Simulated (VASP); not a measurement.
Wanted: the native input for a VASP 6.6.1 run.

```yaml
Task: relaxation of cell and atoms
Functional: PBE
Dispersion: D3(BJ)
Potentials_or_basis: VASP PAW PBE potentials, release 64 (B_h, N_h)
Cutoff: 900 eV
k_mesh: 15 × 15 × 6
Occupations: gaussian, width 0.02 eV
Spin: no spin polarisation
Further_INCAR_settings: ALGO = Normal; EDIFF = 1e-07; IBRION = 2; EDIFFG = -0.002; NSW = 80; ISIF = 3
```

The structure of BN lies in POSCAR:

```
BN                                      
1.0
    2.5050846786      0.0000000000      0.0000000000
   -1.2525423393      2.1694669655      0.0000000000
   -0.0000000000      0.0000000000      6.5469317494
  B               N             
     2     2
Direct
     0.3333333300000021    0.6666666699999979    0.2500000000000000
     0.6666666699999979    0.3333333300000021    0.7500000000000000
     0.3333333300000021    0.6666666699999979    0.7500000000000000
     0.6666666699999979    0.3333333300000021    0.2500000000000000
```

One way to write it, as run:

INCAR

```
  PREC = Accurate
  ENCUT = 900
  EDIFF = 1E-7
  ISMEAR = 0
  SIGMA = 0.02
  LREAL = False
  LASPH = True
  NELM = 80
  ALGO = Normal
  ISIF = 3
  LWAVE = False
  LCHARG = False
  GGA = PE
  IVDW = 12
  IBRION = 2
  NSW = 80
  EDIFFG = -0.002
```

KPOINTS

```
regular mesh
0
Gamma
  15 15 6
```

Potentials or basis: VASP PAW PBE potentials, release 64 (B_h, N_h).

Command:

```bash
$ cat potpaw_PBE.64/B_h/POTCAR potpaw_PBE.64/N_h/POTCAR > POTCAR
$ mpirun -np 1 vasp_std > vasp.out
```

Results of the run:

```
Relaxed volume                         : 8.88 Å³/atom
Relaxed cell                           : a = 2.505 Å, b = 2.505 Å, c = 6.536 Å, α = 90.00°, β = 90.00°, γ = 120.00°
Space group after relaxing (to 0.05 Å) : P6_3/mmc (No. 194)
Energy gained by relaxing              : 0.0 meV/atom
Ionic steps                            : 6
Pressure after relaxing                : 0.0 GPa
Band gap on the k mesh                 : 4.26 eV, indirect (least direct gap 4.64 eV)
Dispersion energy per atom             : -0.144 eV
```

Caveat: the cutoff is under 1.25 times the usual one of these potentials, so pressure, stress and relaxed cells hold a basis-set (Pulay) error; an odd mesh through Γ misses points on the zone boundary, where band edges often lie.

Wall time 3.7 min on 1 thread of AMD EPYC 9R14 (Zen 4) (shared host), peak memory 0.25 GiB.
